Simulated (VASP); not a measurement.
All values below come from vdW-DF2, VASP's PBE PAW potentials (set 64) (plane waves; VASP).

Input for VASP

INCAR:
```
! general
SYSTEM   = InSb
PREC     = Accurate
ENCUT    = 520
LREAL    = .FALSE.
LASPH    = .TRUE.

! electronic loop
EDIFF    = 1E-7
NELM     = 100
ALGO     = Normal
LMAXMIX  = 4

! smearing
ISMEAR   = 1
SIGMA    = 0.1

! functional
GGA      = ML
LUSE_VDW = .TRUE.
AGGAC    = 0.0
ZAB_VDW  = -1.8867

! ions
ISIF     = 2

! output
LWAVE    = .FALSE.
LCHARG   = .FALSE.
```

### POSCAR
```
InSb
6.7007670
  0.0000000000   0.5000000371   0.5000000371
  0.5000000371   0.0000000000   0.5000000371
  0.5000000371   0.5000000371   0.0000000000
In Sb
1 1
Cart
  0.5000000371   0.5000000371   0.0000000000
  0.2500000185   0.2500000185   0.2500000185
```

### KPOINTS
```
Automatic mesh
0
G
  9 9 9
```

POTCAR, in this order: In_d Sb (PBE.64 set). Program: vasp_std.

Unless said otherwise, spin-orbit coupling is left out, though it shifts the bands of the heavy elements here.

Q: What does the run give for the energy per atom (σ→0), pressure, band gap (on the k-mesh)?

A: 
```json
{
  "energy per atom (σ→0)": "-0.622 eV/atom",
  "band gap (on the k-mesh)": "none (metal, semimetal or under 0.01 eV)",
  "pressure": "2.04 GPa"
}
```

### OSZICAR
```
...
DAV:   8    -0.124411621963E+01    0.12889E-02   -0.84160E-03  1239   0.103E+00    0.330E-01
DAV:   9    -0.124420090601E+01   -0.84686E-04   -0.13788E-03  1035   0.402E-01    0.616E-02
DAV:  10    -0.124420747720E+01   -0.65712E-05   -0.49047E-05  1339   0.647E-02    0.414E-02
DAV:  11    -0.124421228978E+01   -0.48126E-05   -0.21400E-05  1030   0.614E-02    0.166E-02
DAV:  12    -0.124421314009E+01   -0.85031E-06   -0.10916E-06  1163   0.910E-03    0.523E-03
DAV:  13    -0.124421280785E+01    0.33224E-06   -0.30032E-07   940   0.606E-03    0.150E-03
DAV:  14    -0.124421271124E+01    0.96606E-07   -0.14100E-08   500   0.117E-03
   1 F= -.12442127E+01 E0= -.12443193E+01  d E =0.319701E-03
```

The compound is InSb in the zinc blende structure. This cell is one point of a volume scan, at 0.94 of the reference volume.
